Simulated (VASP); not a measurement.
Data:

```xyz
2
Lattice="0.0000 2.2741 2.2741 2.2741 0.0000 2.2741 2.2741 2.2741 0.0000" Properties=species:S:1:pos:R:3 pbc="T T T"
Ga     0.0000     0.0000     0.0000
N      3.4112     3.4112     3.4112
```

Calculation: PBE GGA, VASP's PBE PAW potentials (set 64) (plane waves; VASP). Run with 500 eV cut-off, Gaussian smearing of 0.050 eV, potentials Ga_d N.

Q: Give the energies of bands 7 to 11 at the high-symmetry points, in eV from the valence-band maximum.

A: 
```json
[
 {"band": "7", "Γ": "0.00", "X": "-6.01", "U": "-5.75", "L": "-6.86", "W": "-5.59"},
 {"band": "8", "Γ": "0.00", "X": "-2.61", "U": "-4.11", "L": "-0.93", "W": "-3.57"},
 {"band": "9", "Γ": "0.00", "X": "-2.61", "U": "-2.10", "L": "-0.93", "W": "-3.50"},
 {"band": "10", "Γ": "1.55", "X": "3.35", "U": "4.95", "L": "4.45", "W": "6.17"},
 {"band": "11", "Γ": "10.13", "X": "6.50", "U": "7.64", "L": "8.59", "W": "8.11"}
]
```

The gap is direct, 1.55 eV, from the valence maximum at Γ to the conduction minimum at Γ.

The structure comes from a computed database's GaN entry (F-43m); how it stands against other phases isn't given here. It was relaxed first.
